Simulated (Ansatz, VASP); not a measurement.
BeSn in VASP and in Ansatz

The input INCAR:

```
SYSTEM = BeSn
  ALGO = Fast
  EDIFF = 1E-6
  ENCUT = 520
  GGA = PE
  ISIF = 2
  ISMEAR = 0
  LASPH = .TRUE.
  LCHARG = .FALSE.
  LREAL = .FALSE.
  LWAVE = .FALSE.
  NBANDS = 24
  NELM = 60
  PREC = Accurate
  SIGMA = 0.1
```

The input KPOINTS:

```
k-points
0
G
  6 6 6
  0 0 0
```

POSCAR

```
BeSn
1.0
    0.0000000000      3.2957696267      3.2957696267
    3.2957696267      0.0000000000      3.2957696267
    3.2957696267      3.2957696267      0.0000000000
Be Sn
2 2
Direct
    0.5000000000      0.5000000000      0.5000000000
    0.7500000000      0.7500000000      0.7500000000
    0.0000000000      0.0000000000      0.0000000000
    0.2500000000      0.2500000000      0.2500000000
```

Input for Ansatz:

```yaml
crystal:
  lattice:
    - [0.0, 3.2957696267, 3.2957696267]
    - [3.2957696267, 0.0, 3.2957696267]
    - [3.2957696267, 3.2957696267, 0.0]
  atoms:
    - { symbol: Be, position: [0.5, 0.5, 0.5] }
    - { symbol: Be, position: [0.75, 0.75, 0.75] }
    - { symbol: Sn, position: [0.0, 0.0, 0.0] }
    - { symbol: Sn, position: [0.25, 0.25, 0.25] }
basis:
  ecutwfc: 420
kpoints:
  mp_grid: { grid: [6, 6, 6] }
hamiltonian:
  xc: pbe
scf:
  occupations: { method: gaussian, width: 0.1 }
  lower_state_search: "off"
output:
  forces: true
  stress: true
  eigenvalues: true
```

Alike in both runs: task single point; functional PBE; k mesh 6 × 6 × 6; occupations gaussian, width 0.1 eV; no spin polarisation.

|  | VASP | Ansatz |
| --- | --- | --- |
| version | VASP 6.6.1 | Ansatz 0.2.0 |
| potentials or method | VASP PAW PBE potentials, release 64 (Be, Sn_d) | scalar-relativistic, plane waves, PAW |
| plane-wave cutoff (eV) | 520 | 420 |
| valence electrons in the cell | 32 | 32 |

Ansatz gave:

* gap on the k mesh at the Fermi level (eV): none
* pressure (GPa): 6.5

What did VASP give for the same quantities?

gap on the k mesh at the Fermi level (eV): none; pressure (GPa): 6.4.

A gap of «none» marks a metal or a gap that the smearing closes. The functional is the same, so the differences come from potentials, cutoffs and numerics.
